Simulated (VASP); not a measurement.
```
CELL_PARAMETERS angstrom
      0.00000     1.98918     1.98918
      1.98918     0.00000     1.98918
      1.98918     1.98918     0.00000
ATOMIC_POSITIONS crystal
  Al 0.00000 0.00000 0.00000
```

All values below come from r2SCAN+rVV10, VASP's PBE PAW potentials (set 64) (plane waves; VASP 6.6.1). Numerical set-up: 520 eV cut-off, 18×18×18 Γ-centred mesh, tetrahedra with Blöchl corrections, potentials Al.

Problem. Give the energies of bands 1 to 4 at the high-symmetry points, in eV from the Fermi level.

Solution. 
| band | Γ | X | U | L | W |
|---|---|---|---|---|---|
| 1 | -12.21 | -3.30 | -2.17 | -5.22 | -1.04 |
| 2 | 13.56 | -1.71 | -1.66 | -4.63 | -1.04 |
| 3 | 13.56 | 5.44 | -0.21 | 12.27 | -0.09 |
| 4 | 13.56 | 6.21 | 7.26 | 12.27 | 1.77 |

It has no gap at this level: it comes out as a metal or semimetal.

The compound is Al in the fcc structure. It was relaxed first, which changed the volume by -5 %.
